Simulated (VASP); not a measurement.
Consider the following.

```yaml
crystal:
  lattice:
    - [0.00000, 2.59479, 2.59479]
    - [2.59479, 0.00000, 2.59479]
    - [2.59479, 2.59479, 0.00000]
  atoms:
    - { symbol: K, position: [0.00000, 0.00000, 0.00000] }
    - { symbol: F, position: [0.50000, 0.50000, 0.50000] }
```

Computed with SCAN meta-GGA, VASP's PBE PAW potentials (set 64) (plane waves; VASP 6.6.1). Numerical set-up: 520 eV cut-off, 9×9×9 Γ-centred mesh, Gaussian smearing of 0.050 eV, potentials K_sv F.

What does the run give for the energy per atom (σ→0), pressure, band gap (on the k-mesh) with the smallest direct gap where there is one?

```json
{
 "band gap (on the k-mesh)": "7.24 eV",
 "smallest direct gap (on the k-mesh)": "7.24 eV",
 "energy per atom (σ→0)": "-8.837 eV/atom",
 "pressure": "2.62 GPa"
}
```

The absolute energy has meaning only against runs of the same code, potentials and settings.

The compound is KF in the rock salt structure. This cell is one point of a volume scan, at 0.94 of the reference volume.
